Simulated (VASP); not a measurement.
All values below come from r2SCAN+rVV10, VASP's PBE PAW potentials (set 64) (plane waves; VASP).

VASP input:

KPOINTS:
```
Regular mesh
0
Gamma
13 13 13
```

INCAR:
```
SYSTEM = FeAl
PREC = Accurate; ENCUT = 520; LREAL = F
LASPH = T
EDIFF = 1E-7; NELM = 100; ALGO = Normal
LMAXMIX = 4; LMIXTAU = T
ISMEAR = 1; SIGMA = 0.1
METAGGA = R2SCAN; LUSE_VDW = T; BPARAM = 11.95
CPARAM = 0.0093
ISIF = 2
LWAVE = F; LCHARG = F
```

File POSCAR:
```
FeAl
1.0
  2.8067911595   0.0000000000   0.0000000000
  0.0000000000   2.8067911595   0.0000000000
  0.0000000000   0.0000000000   2.8067911595
Al Fe
1 1
direct
  0.5000000000   0.5000000000   0.5000000000
  0.0000000000   0.0000000000   0.0000000000
```

POTCAR, in this order: Al Fe (PBE.64 set). Program: vasp_std.

Question: Predict the energy per atom (σ→0), pressure, band gap (on the k-mesh).

Answer: 
The energy per atom (σ→0) is -10.512 eV/atom, the band gap (on the k-mesh) is none (metal, semimetal or under 0.01 eV) and the pressure comes out as 7.00 GPa.

**OSZICAR**
```
...
DAV:  11    -0.210247809979E+02   -0.12326E-02   -0.17828E-02  1603   0.252E+00    0.300E-01
DAV:  12    -0.210246362000E+02    0.14480E-03   -0.74484E-03  1619   0.159E+00    0.263E-02
DAV:  13    -0.210247664265E+02   -0.13023E-03   -0.19453E-04  1840   0.173E-01    0.251E-02
DAV:  14    -0.210247675401E+02   -0.11135E-05   -0.26159E-05  1870   0.846E-02    0.115E-02
DAV:  15    -0.210247676981E+02   -0.15802E-06   -0.25833E-06  1666   0.211E-02    0.262E-03
DAV:  16    -0.210247679054E+02   -0.20733E-06   -0.58073E-07  1599   0.143E-02    0.819E-04
DAV:  17    -0.210247678482E+02    0.57214E-07   -0.13324E-08   783   0.201E-03
   1 F= -.21024768E+02 E0= -.21024246E+02  d E =-.156524E-02
```

The compound is FeAl in the CsCl type structure. This cell is one point of a volume scan, at 0.97 of the reference volume. The run is not spin-polarised, so no magnetic state was tried. The electron count is odd and the run is not spin-polarised, which forces a metal.
